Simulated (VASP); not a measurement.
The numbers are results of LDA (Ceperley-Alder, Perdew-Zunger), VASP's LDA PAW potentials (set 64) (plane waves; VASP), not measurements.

VASP input:

KPOINTS:
```
K-points
0
Gamma
 6 6 6
```

**INCAR**
```
SYSTEM = Na2S
PREC = Accurate
ENCUT = 400
EDIFF = 1E-8
NELM = 100
ALGO = Normal
LREAL = .FALSE.
LASPH = .TRUE.
ISMEAR = 0
SIGMA = 0.05
LWAVE = .FALSE.
LCHARG = .FALSE.
IBRION = 1
ISIF = 2
NSW = 30
EDIFFG = -0.001
```

### POSCAR
```
Na2S
1
    0.0000000000     3.1833606371     3.1833606371
    3.1833606371     0.0000000000     3.1833606371
    3.1833606371     3.1833606371     0.0000000000
Na S
2 1
Direct
  0.2500000000   0.2500000000   0.2500000000
  0.7500000000   0.7500000000   0.7500000000
  0.0000000000   0.0000000000   1.0000000000
```

POTCAR, in this order: Na_pv S (LDA.64 set). Program: vasp_std.

Problem. Estimate the energy per atom (σ→0), band gap (on the k-mesh).

Solution. 
```yaml
energy per atom (σ→0): -3.637 eV/atom
band gap (on the k-mesh): 2.52 eV
```

### OSZICAR
```
...
DAV:   8    -0.109100836819E+02    0.94209E-02   -0.12147E-02   490   0.114E+00    0.429E-01
DAV:   9    -0.109100577462E+02    0.25936E-04   -0.12653E-03   544   0.306E-01    0.195E-01
DAV:  10    -0.109102902193E+02   -0.23247E-03   -0.20103E-04   448   0.120E-01    0.736E-02
DAV:  11    -0.109102860192E+02    0.42001E-05   -0.21116E-05   588   0.613E-02    0.475E-03
DAV:  12    -0.109102880108E+02   -0.19915E-05   -0.48376E-06   454   0.183E-02    0.177E-02
DAV:  13    -0.109102877346E+02    0.27616E-06   -0.13895E-06   502   0.588E-03    0.201E-03
DAV:  14    -0.109102877410E+02   -0.64099E-08   -0.45069E-08   484   0.142E-03
   1 F= -.10910288E+02 E0= -.10910288E+02  d E =-.109103E+02
```

The compound is Na2S in the antifluorite structure. It was relaxed first, which changed the volume by -8 %. The start is the result of an earlier pass.
